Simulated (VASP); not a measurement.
A convergence study with VASP on KI (rock salt): one setting is varied, all else stays as given below, so the limit is that of these other settings. ε∞ is the independent-particle value.

```yaml
crystal:
  lattice:
    - [0.00000, 3.53500, 3.53500]
    - [3.53500, 0.00000, 3.53500]
    - [3.53500, 3.53500, 0.00000]
  atoms:
    - { symbol: K, position: [0.00000, 0.00000, 0.00000] }
    - { symbol: I, position: [0.50000, 0.50000, 0.50000] }
```

Method: PBE GGA, VASP's PBE PAW potentials (set 64) (plane waves; VASP). The tightest run used: 550 eV cut-off, 5×5×5 Γ-centred mesh, Gaussian smearing of 0.050 eV, potentials K_sv I.

The settings run are NBANDS = 9; NBANDS = 10; NBANDS = 12; NBANDS = 16; NBANDS = 24; NBANDS = 40; NBANDS = 72; NBANDS = 136. From which on does the mean ε∞ stay within 0.05  of the tightest run?

From NBANDS = 24 on: it is off by 0.03 there and by no more than 0.05 in any finer run, while NBANDS = 16 is off by 0.25.
```
setting       mean ε∞  bands  difference judged ()
------------  -------  -----  --------------------
NBANDS = 9       1.76      9                  1.44
NBANDS = 10      2.16     10                  1.04
NBANDS = 12      2.64     12                  0.57
NBANDS = 16      2.96     16                  0.25
NBANDS = 24      3.18     24                  0.03
NBANDS = 40      3.20     40                  0.01
NBANDS = 72      3.20     72                  0.00
NBANDS = 136     3.21    136                  0.00
```

Left out are rungs that failed or repeat a setting and relaxations that didn't move; long series are thinned to 24 rows.

The compound is KI in the rock salt structure. The cell was not relaxed at this level.
